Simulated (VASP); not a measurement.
Here is the system:

```
CELL_PARAMETERS angstrom
      0.00000     3.26276     3.26276
      3.26276     0.00000     3.26276
      3.26276     3.26276     0.00000
ATOMIC_POSITIONS crystal
  Ag 0.00000 0.00000 0.00000
  I  0.25000 0.25000 0.25000
```

These are optB86b-vdW, VASP's PBE PAW potentials (set 64) (plane waves; VASP) values and carry that method's errors. Numerical set-up: 520 eV cut-off, Gaussian smearing of 0.050 eV, potentials Ag I.

Unless said otherwise, spin-orbit coupling is left out, though it shifts the bands of the heavy elements here.

### Question
Predict the band gap (along the path) with the smallest direct gap where there is one.

### Answer

```
Item                                    Value
------------------------------------  -------
band gap (along the path)             1.23 eV
smallest direct gap (along the path)  1.23 eV
```

Only differences to runs with the same potentials and settings are physical.

The compound is AgI in the zinc blende structure, whereas wurtzite is the usual form. It was relaxed first.
